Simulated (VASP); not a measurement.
Output of a VASP run:

### OUTCAR
```
 ion  position               nearest neighbor table
   1  0.000  0.000  0.000-   3 2.07   6 2.07   5 2.07   4 2.07   4 2.07   5 2.07   2 3.74   2 3.74
                             2 3.74   2 3.74   2 3.74   2 3.74   2 3.74   2 3.74
   2  0.500  0.500  0.500-   4 2.07   5 2.07   3 2.07   6 2.07   3 2.07   6 2.07   1 3.74   1 3.74
                             1 3.74   1 3.74   1 3.74   1 3.74   1 3.74   1 3.74
   3  0.306  0.306  0.000-   1 2.07   2 2.07   2 2.07
   4  0.806  0.194  0.500-   2 2.07   1 2.07   1 2.07
   5  0.194  0.806  0.500-   2 2.07   1 2.07   1 2.07
   6  0.694  0.694  0.000-   1 2.07   2 2.07   2 2.07
  LATTYP: Found a simple tetragonal cell.
 ALAT       =     4.7701778428
 C/A-ratio  =     0.6749843430
 Subroutine PRICEL returns:
 Original cell was already a primitive cell.
 Subroutine GETGRP returns: Found 16 space group operations
The static configuration has the point symmetry D_2h.
 The point group associated with its full space group is D_4h.
The dynamic configuration has the point symmetry D_2h.
 Subroutine INISYM returns: Found 16 space group operations
 Subroutine IBZKPT returns following result:
 Found     24 irreducible k-points:

 Following reciprocal coordinates:
            Coordinates               Weight
  0.000000  0.000000  0.000000      1.000000
  0.250000  0.000000  0.000000      4.000000
  0.500000  0.000000  0.000000      2.000000
  0.250000  0.250000  0.000000      4.000000
  0.500000  0.250000  0.000000      4.000000
  0.500000  0.500000  0.000000      1.000000
  0.000000  0.000000  0.166667      2.000000
  0.250000  0.000000  0.166667      8.000000
  0.500000  0.000000  0.166667      4.000000
  0.250000  0.250000  0.166667      8.000000
  0.500000  0.250000  0.166667      8.000000
  0.500000  0.500000  0.166667      2.000000
  0.000000  0.000000  0.333333      2.000000
  0.250000  0.000000  0.333333      8.000000
  0.500000  0.000000  0.333333      4.000000
  0.250000  0.250000  0.333333      8.000000
  0.500000  0.250000  0.333333      8.000000
  0.500000  0.500000  0.333333      2.000000
  0.000000  0.000000  0.500000      1.000000
  0.250000  0.000000  0.500000      4.000000
  0.500000  0.000000  0.500000      2.000000
  0.250000  0.250000  0.500000      4.000000
  0.500000  0.250000  0.500000      4.000000
  0.500000  0.500000  0.500000      1.000000
   k-points           NKPTS =     24   k-points in BZ     NKDIM =     24   number of bands    NBANDS=     31
   number of dos      NEDOS =    301   number of ions     NIONS =      6
   total plane-waves  NPLWV =  31104
   dimension x,y,z NGX =    36 NGY =   36 NGZ =   24
   dimension x,y,z NGXF=    72 NGYF=   72 NGZF=   48
   ions per type =               2   4
   PREC   = accura    normal or accurate (medium, high low for compatibility)
   ISTART =      0    job   : 0-new  1-cont  2-samecut
   ICHARG =      2    charge: 1-file 2-atom 10-const
   ISPIN  =      1    spin polarized calculation?
   LNONCOLLINEAR =      F non collinear calculations
   LSORBIT =      F    spin-orbit coupling
   INIWAV =      1    electr: 0-lowe 1-rand  2-diag
   ENCUT  =  520.0 eV  38.22 Ry    6.18 a.u.   8.87  8.87  5.99*2*pi/ulx,y,z
   NELM   =    100;   NELMIN=  2; NELMDL= -5     # of ELM steps
   EDIFF  = 0.1E-05   stopping-criterion for ELM
   LREAL  =      F    real-space projection
   NLSPLINE    = F    spline interpolate recip. space projectors
   LMAXMIX     =    4 max onsite mixed and CHGCAR
   VOSKOWN=      0    Vosko Wilk Nusair interpolation
   EDIFFG = -.2E-01   stopping-criterion for IOM
   NSW    =     60    number of steps for IOM
   NBLOCK =      1;   KBLOCK =     60    inner block; outer block
   IBRION =      2    ionic relax: 0-MD 1-quasi-New 2-CG
   NFREE  =      1    steps in history (QN), initial steepest desc. (CG)
   ISIF   =      3    stress and relaxation
   ISYM   =      2    0-nonsym 1-usesym 2-fastsym
   TEIN   =    0.0    initial temperature
   TEBEG  =    0.0;   TEEND  =   0.0 temperature during run
   SMASS  =  -3.00    Nose mass-parameter (am)
   PSTRESS=    0.0 pullay stress
   NELECT =      52.0000    total number of electrons
...
```

**OSZICAR**
```
...
DAV:   6    -0.757786291936E+01    0.25842E-03   -0.24388E-03  1872   0.504E-01    0.610E-02
DAV:   7    -0.757702494673E+01    0.83797E-03   -0.77367E-04  2072   0.346E-01    0.324E-02
DAV:   8    -0.757797870732E+01   -0.95376E-03   -0.25408E-04  1900   0.240E-01    0.781E-03
DAV:   9    -0.757797663916E+01    0.20682E-05   -0.30372E-05  2159   0.854E-02    0.694E-03
DAV:  10    -0.757800497634E+01   -0.28337E-04   -0.20155E-05  1948   0.497E-02    0.108E-03
DAV:  11    -0.757800665589E+01   -0.16795E-05   -0.20526E-06  1064   0.180E-02    0.754E-04
DAV:  12    -0.757800623869E+01    0.41719E-06   -0.59385E-07   954   0.115E-02
   2 F= -.75780062E+01 E0= -.75780062E+01  d E =0.202742E-01
       N       E                     dE             d eps       ncg     rms          rms(c)
DAV:   1    -0.792270244833E+01   -0.34470E+00   -0.87030E+00  1883   0.453E+01    0.413E+00
DAV:   2    -0.764161680704E+01    0.28109E+00   -0.10125E+00  2040   0.135E+01    0.127E+00
DAV:   3    -0.762867306365E+01    0.12944E-01   -0.57812E-02  1957   0.529E+00    0.599E-01
DAV:   4    -0.761766596590E+01    0.11007E-01   -0.10727E-01  1885   0.619E+00    0.300E-01
DAV:   5    -0.762058916050E+01   -0.29232E-02   -0.36050E-02  1806   0.255E+00    0.111E-01
DAV:   6    -0.762093056146E+01   -0.34140E-03   -0.93699E-04  1681   0.287E-01    0.535E-02
DAV:   7    -0.762057838124E+01    0.35218E-03   -0.40996E-04  1629   0.209E-01    0.287E-02
DAV:   8    -0.762097420622E+01   -0.39582E-03   -0.95385E-05  1912   0.138E-01    0.865E-03
DAV:   9    -0.762098235074E+01   -0.81445E-05   -0.11232E-05  2117   0.624E-02    0.645E-03
DAV:  10    -0.762099597102E+01   -0.13620E-04   -0.11499E-05  1817   0.380E-02    0.120E-03
DAV:  11    -0.762099740733E+01   -0.14363E-05   -0.12938E-06   968   0.138E-02    0.609E-04
DAV:  12    -0.762099733648E+01    0.70848E-07   -0.25527E-07   779   0.820E-03
   3 F= -.76209973E+01 E0= -.76209973E+01  d E =-.227169E-01
       N       E                     dE             d eps       ncg     rms          rms(c)
DAV:   1    -0.762105187625E+01   -0.54469E-04   -0.17554E-03  1883   0.675E-01    0.576E-02
DAV:   2    -0.762099077248E+01    0.61104E-04   -0.18996E-04  2054   0.182E-01    0.184E-02
DAV:   3    -0.762098899520E+01    0.17773E-05   -0.12072E-05  1956   0.743E-02    0.820E-03
DAV:   4    -0.762098983768E+01   -0.84247E-06   -0.21503E-05  1898   0.875E-02    0.420E-03
DAV:   5    -0.762099258077E+01   -0.27431E-05   -0.70143E-06  1481   0.362E-02    0.124E-03
DAV:   6    -0.762099445508E+01   -0.18743E-05   -0.29002E-07   765   0.717E-03    0.403E-04
DAV:   7    -0.762099492316E+01   -0.46808E-06   -0.14088E-07   758   0.728E-03
   4 F= -.76209949E+01 E0= -.76209949E+01  d E =-.227145E-01
       N       E                     dE             d eps       ncg     rms          rms(c)
DAV:   1    -0.762146474896E+01   -0.47029E-03   -0.61637E-02  1510   0.212E+00    0.167E-01
DAV:   2    -0.762130934180E+01    0.15541E-03   -0.33082E-03  1900   0.556E-01    0.838E-02
DAV:   3    -0.762117778038E+01    0.13156E-03   -0.40731E-04  2079   0.247E-01    0.283E-02
DAV:   4    -0.762117809532E+01   -0.31494E-06   -0.21173E-04  2086   0.187E-01    0.135E-02
DAV:   5    -0.762121002145E+01   -0.31926E-04   -0.65827E-05  1714   0.979E-02    0.596E-03
DAV:   6    -0.762120626939E+01    0.37521E-05   -0.22296E-06  1316   0.167E-02    0.211E-03
DAV:   7    -0.762120548956E+01    0.77983E-06   -0.21907E-06  1055   0.184E-02
   5 F= -.76212055E+01 E0= -.76212055E+01  d E =-.210566E-03
```

OUTCAR:
```
------------------------ aborting loop because EDIFF is reached ----------------------------------------
  FORCE on cell =-STRESS in cart. coord.  units (eV):
  Direction    XX          YY          ZZ          XY          YZ          ZX
  --------------------------------------------------------------------------------------
  Total        0.0603222      0.0603222      0.0111154      0.0000000      0.0000000      0.0000000
  in kB        1.2912729      1.2912729      0.2379401      0.0000000      0.0000000      0.0000000
  external PRESSURE =       0.9401620 kB  Pullay stress =       0.0000000 kB
  volume of cell :       74.85
      direct lattice vectors                 reciprocal lattice vectors
     4.803512102  0.000000000  0.000000000     0.208181010  0.000000000  0.000000000
    -0.000000000  4.803512102  0.000000000    -0.000000000  0.208181010  0.000000000
     0.000000000  0.000000000  3.243782876     0.000000000  0.000000000  0.308282039
 POSITION                                       TOTAL-FORCE (eV/Angst)
 -----------------------------------------------------------------------------------
      0.00000      0.00000      3.24378        -0.000000     -0.000000     -0.000000
      2.40176      2.40176      1.62189        -0.000000     -0.000000     -0.000000
      1.47090      1.47090      3.24378        -0.005481     -0.005481     -0.000000
      3.87266      0.93086      1.62189        -0.005481      0.005481      0.000000
      0.93086      3.87266      1.62189         0.005481     -0.005481     -0.000000
      3.33261      3.33261      0.00000         0.005481      0.005481      0.000000
 -----------------------------------------------------------------------------------
    total drift:                                0.000000     -0.000000      0.000000
  FREE ENERGIE OF THE ION-ELECTRON SYSTEM (eV)
  ---------------------------------------------------
  free  energy   TOTEN  =        -7.6212054896 eV

  energy  without entropy=       -7.6212054896  energy(sigma->0) =       -7.62120549

 reached required accuracy - stopping structural energy minimisation
```
(Selected blocks of OUTCAR.)

File POSCAR:
```
SnO2
1
    4.7701778428    -0.0000000000     0.0000000000
    0.0000000000     4.7701778428     0.0000000000
    0.0000000000     0.0000000000     3.2197953570
Sn O
2 4
Direct
  0.0000000000   1.0000000000   0.0000000000
  0.5000000000   0.5000000000   0.5000000000
  0.3063833544   0.3063833544   0.0000000000
  0.8063833544   0.1936166456   0.5000000000
  0.1936166456   0.8063833544   0.5000000000
  0.6936166456   0.6936166456   0.0000000000
```

### Question
Write an INCAR and KPOINTS that could have produced this output.

### Answer
Several could match; the one computed here: the input of the run itself, revTPSS meta-GGA, plane waves, VASP's PBE PAW potentials (set 64).

KPOINTS:
```
Automatic mesh
0
Gamma
4 4 6
0 0 0
```

### INCAR
```
! general
SYSTEM   =  SnO2
PREC     =  Accurate
ENCUT    =  520
LREAL    =  F
LASPH    =  T

! electronic loop
EDIFF    =  1E-6
NELM     =  100
ALGO     =  Normal
LMAXMIX  =  4
LMIXTAU  =  T

! smearing
ISMEAR   =  0
SIGMA    =  0.05

! functional
METAGGA  =  RTPSS

! ions
IBRION   =  2
NSW      =  60
ISIF     =  3
EDIFFG   =  -0.02

! output
LWAVE    =  F
LCHARG   =  F
```

POTCAR, in this order: Sn_d O (PBE.64 set). Program: vasp_std.

Energy and stress use the plane-wave basis of the starting cell.

The compound is SnO2 in the rutile structure. This run relaxes it. Symmetry was kept, so distortions that lower it aren't found. The start is the result of an earlier pass.
